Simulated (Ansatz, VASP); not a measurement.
# P4Pt in VASP and in Ansatz

```xyz
5
Lattice="4.6684 0.0000 0.0000 0.0000 4.6684 0.0000 0.0000 0.0000 4.6684" Properties=species:S:1:pos:R:3 pbc="T T T"
P     0.0000    2.3342    2.3342
P     2.3342    0.0000    2.3342
P     2.3342    2.3342    0.0000
P     0.0000    0.0000    0.0000
Pt    2.3342    2.3342    2.3342
```

Alike in both runs: functional PBE; k mesh 8 × 8 × 8; occupations gaussian, width 0.1 eV; no spin polarisation.

Ansatz relaxed the structure, and its values are those at the end. VASP's run is a single point on that final structure, the one shown.

|  | VASP | Ansatz |
| --- | --- | --- |
| version | VASP 6.6.1 | Ansatz 0.2.0 |
| potentials or method | VASP PAW PBE potentials, release 64 (P, Pt) | scalar-relativistic, plane waves, PAW |
| plane-wave cutoff (eV) | 520 | 420 |
| valence electrons in the cell | 30 | 38 |

Ansatz gave:

| Item | Value |
| --- | --- |
| gap on the k mesh at the Fermi level (eV) | none |
| pressure (GPa) | 0.0 |

**Question.** Which values does VASP return?

**Answer.** gap on the k mesh at the Fermi level (eV): none; pressure (GPa): -0.1.

A gap of «none» marks a metal or a gap that the smearing closes. The functional is the same, so the differences come from potentials, cutoffs and numerics. The two sets of potentials don't hold the same shells in valence.

Spin-orbit coupling is left out, which matters for the levels of Pt.
